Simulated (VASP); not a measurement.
Crystal: HfB2.

```xyz
3
Lattice="3.1750 0.0000 0.0000 -1.5875 2.7496 0.0000 0.0000 0.0000 3.4378" Properties=species:S:1:pos:R:3 pbc="T T T"
Hf    0.0000    0.0000    0.0000
B     0.0000    1.8331    1.7189
B     1.5875    0.9165    1.7189
```

The cell comes from a database or a generator and needn't be the stable form of this composition.

| Property | Result |
| --- | --- |
| Program | VASP 6.6.1 |
| Task | relaxation of cell and atoms |
| Functional | PBEsol |
| Potentials or basis | VASP PAW PBE potentials, release 64 (Hf_pv, B) |
| Cutoff | 600 eV |
| k mesh | 12 × 12 × 10 |
| Occupations | gaussian, width 0.05 eV |
| Spin | no spin polarisation |

At the start: pressure -7.3 GPa; volume 10.00 Å³/atom.

Where does the relaxation end?

Over 5 steps the energy falls by 9.2 meV/atom and the volume is 9.73 Å³/atom (-2.8 %); space group P6/mmm (No. 191, to 0.05 Å).

The path:
| step | energy change (eV) | largest force (eV/Å) | pressure (GPa) | volume (Å³) |
| --- | --- | --- | --- | --- |
| 1 | 0.0000 | 0.0000 | -7.31 | 30.01 |
| 2 | 0.0111 | 0.0000 | 11.32 | 28.07 |
| 3 | -0.0259 | 0.0000 | 0.59 | 29.11 |
| 4 | -0.0259 | 0.0000 | 0.76 | 29.09 |
| 5 | -0.0277 | 0.0000 | 0.09 | 29.18 |

Final structure:
```cif
data_structure
_symmetry_space_group_name_H-M 'P 1'
_symmetry_Int_Tables_number 1
_cell_length_a 3.1255
_cell_length_b 3.1255
_cell_length_c 3.4492
_cell_angle_alpha 90.000
_cell_angle_beta 90.000
_cell_angle_gamma 120.000
_cell_volume 29.18
loop_
_atom_site_label
_atom_site_type_symbol
_atom_site_fract_x
_atom_site_fract_y
_atom_site_fract_z
_atom_site_occupancy
Hf1 Hf 0.00000 0.00000 0.00000 1
B1 B 0.33333 0.66667 0.50000 1
B2 B 0.66667 0.33333 0.50000 1
```

Caveat: the PAW data sets were made with another functional, which shifts forces and pressure a little.
